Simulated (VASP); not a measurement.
## ZnW2Se4 in VASP: convergence with SIGMA

Input of the first run (SIGMA 0.3 eV); the others differ in this setting and in those tied to it:

The input INCAR:

```
PREC = Accurate
ENCUT = 520
EDIFF = 1E-6
ISMEAR = 0
SIGMA = 0.3
LREAL = F
LASPH = T
NELM = 100
ALGO = Normal
ISIF = 2
LWAVE = F
LCHARG = F
GGA = PS
```

The input KPOINTS:

```
regular mesh
0
Gamma
  9 9 2
```

Contents of POSCAR:

```
ZnW2Se4
1.0
    3.3112294703      0.0000000000      0.0000000000
   -1.6556147351      2.8676088390      0.0000000000
    0.0000000000      0.0000000000     17.9580050763
W Se Zn
2 4 1
Direct
    0.3333333333      0.6666666667      0.2404290000
    0.0000000000      0.0000000000      0.7742570000
    0.0000000000      0.0000000000      0.3346640000
    0.3333333333      0.6666666667      0.6800160000
    0.3333333333      0.6666666667      0.8682090000
    0.0000000000      0.0000000000      0.1462720000
    0.0000000000      0.0000000000      0.5131540000
```

Potentials or basis: VASP PAW PBE potentials, release 64 (W_sv, Se, Zn).

The run is started by

```bash
$ cat potpaw_PBE.64/W_sv/POTCAR potpaw_PBE.64/Se/POTCAR potpaw_PBE.64/Zn/POTCAR > POTCAR
$ mpirun -np 1 vasp_std > vasp.out
```

The cell comes from a database or a generator and needn't be the stable form of this composition.

Hardware: 1 thread of AMD EPYC 9R45 (Zen 5) (shared host).

```tsv
SIGMA	energy less the tightest run, at zero smearing (meV/atom)	pressure (GPa)	largest force (eV/Å)	gap on the mesh (eV)	SCF cycles	CPU time (s)	peak memory (GiB)
0.3 eV	0.15	-3.81	0.504	0.331	17	140	0.39
0.2 eV	0.17	-3.79	0.506	0.303	17	160	0.39
0.15 eV	0.11	-3.78	0.508	0.285	18	170	0.39
0.1 eV	0.04	-3.77	0.511	0.263	18	170	0.39
0.05 eV	0.00	-3.76	0.513	0.252	18	170	0.39
0.02 eV	0.00	-3.76	0.513	0.252	18	160	0.39
0.01 eV	0.00	-3.76	0.513	0.252	18	150	0.39
```

Against the tightest run, the energy stays within 1 meV/atom from 0.3 eV on; the pressure stays within 0.1 GPa from 0.3 eV on; the largest force stays within 0.005 eV/Å from 0.15 eV on; the gap on the mesh stays within 0.01 eV from 0.05 eV on. The tightest run that finished is the yardstick and may itself not be fully converged.

Caveat, for the tightest run too: the PAW data sets were made with another functional, which shifts forces and pressure a little; spin-orbit coupling is left out, which moves the levels of the heavy elements; an odd mesh through Γ misses points on the zone boundary, where band edges often lie.
